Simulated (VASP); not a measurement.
A convergence study with VASP on C (diamond): one setting is varied, all else stays as given below, so the limit is that of these other settings.

```
C
1.0
    0.00000     1.78350     1.78350
    1.78350     0.00000     1.78350
    1.78350     1.78350     0.00000
C
2
Cartesian
  0.00000   0.00000   0.00000
  0.89175   0.89175   0.89175
```

Level of theory: PBE GGA, VASP's PBE PAW potentials (set 64) (plane waves; VASP 6.6.1). The tightest run used: 700 eV cut-off, 22×22×22 Γ-centred mesh, Gaussian smearing of 0.050 eV, potentials C.

**Question.** The settings run are 1×1×1 mesh; 2×2×2 mesh; 3×3×3 mesh; 4×4×4 mesh; 5×5×5 mesh; 6×6×6 mesh; 7×7×7 mesh; 8×8×8 mesh; 9×9×9 mesh; 10×10×10 mesh; 11×11×11 mesh; 12×12×12 mesh; 13×13×13 mesh; 14×14×14 mesh; 15×15×15 mesh; 16×16×16 mesh; 17×17×17 mesh; 18×18×18 mesh; 19×19×19 mesh; 20×20×20 mesh; 21×21×21 mesh; 22×22×22 mesh. From which on does the stress (every component) stay within 0.5 GPa of the tightest run?

**Answer.** From 5×5×5 mesh on: it is off by 0.28 there and by no more than 0.5 in any finer run, while 4×4×4 mesh is off by 1.13.
```
setting        E (eV/atom)  pressure (GPa)  irreducible k-points  difference judged (GPa)
-------------  -----------  --------------  --------------------  -----------------------
1×1×1 mesh          5.8025          330.10                     1                   328.66
2×2×2 mesh         -7.5010           32.75                     3                    31.31
3×3×3 mesh         -8.8079            6.65                     4                     5.21
4×4×4 mesh         -9.0316            2.57                     8                     1.13
5×5×5 mesh         -9.0811            1.73                    10                     0.28
6×6×6 mesh         -9.0934            1.52                    16                     0.07
7×7×7 mesh         -9.0967            1.46                    20                     0.02
8×8×8 mesh         -9.0977            1.45                    29                     0.01
9×9×9 mesh         -9.0980            1.44                    35                     0.00
10×10×10 mesh      -9.0981            1.45                    47                     0.00
11×11×11 mesh      -9.0981            1.45                    56                     0.00
12×12×12 mesh      -9.0981            1.45                    72                     0.00
13×13×13 mesh      -9.0981            1.44                    84                     0.00
14×14×14 mesh      -9.0981            1.44                   104                     0.00
15×15×15 mesh      -9.0981            1.44                   120                     0.00
16×16×16 mesh      -9.0981            1.44                   145                     0.00
17×17×17 mesh      -9.0981            1.44                   165                     0.00
18×18×18 mesh      -9.0981            1.44                   195                     0.00
19×19×19 mesh      -9.0981            1.44                   220                     0.00
20×20×20 mesh      -9.0981            1.44                   256                     0.00
21×21×21 mesh      -9.0981            1.44                   286                     0.00
22×22×22 mesh      -9.0981            1.44                   328                     0.00
```

Left out are rungs that failed or repeat a setting and relaxations that didn't move; long series are thinned to 24 rows.

The compound is C in the diamond structure. The cell was not relaxed at this level.
